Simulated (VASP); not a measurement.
Level of theory: optB88-vdW, VASP's PBE PAW potentials (set 64) (plane waves; VASP 6.6.1).

The input files of a VASP run:

KPOINTS:
```
Automatic mesh
0
Gamma
9 9 9
0 0 0
```

INCAR:
```
LORBIT=11
SYSTEM=CuI
LWAVE=.False.
ENCUT=520
EDIFF=1E-7   # SCF stop (eV)
LMAXMIX=4
GGA=BO
NELM=100   # most electronic steps
ISIF=2   # forces and stress, cell fixed
PARAM1=0.1833333333
NEDOS=601
ISMEAR=-5
PARAM2=0.22
LASPH=.True.   # aspherical one-centre terms
PREC=Accurate
ALGO=Normal
LCHARG=.True.
LREAL=.False.
LUSE_VDW=.True.
AGGAC=0.0
```

POSCAR:
```
CuI
4.2887060
  0.0000000000   0.7071067269   0.7071067269
  0.7071067269   0.0000000000   0.7071067269
  0.7071067269   0.7071067269   0.0000000000
Cu I
1 1
Cart
  0.0000000000   0.0000000000   0.0000000000
  0.3535533635   0.3535533635   0.3535533635
```

POTCAR, in this order: Cu I (PBE.64 set). Program: vasp_std.

Task: What will the output report for the number of irreducible k-points (NKPTS), largest plane-wave count, number of space-group operations, FFT grid (NGX, NGY, NGZ)?

Result: 
| Quantity | Value |
|---|---|
| number of irreducible k-points (NKPTS) | 35 |
| largest plane-wave count | 1516 |
| number of space-group operations | 24 |
| FFT grid (NGX, NGY, NGZ) | 32 × 32 × 32 |

The compound is CuI in the zinc blende structure. It was relaxed first.
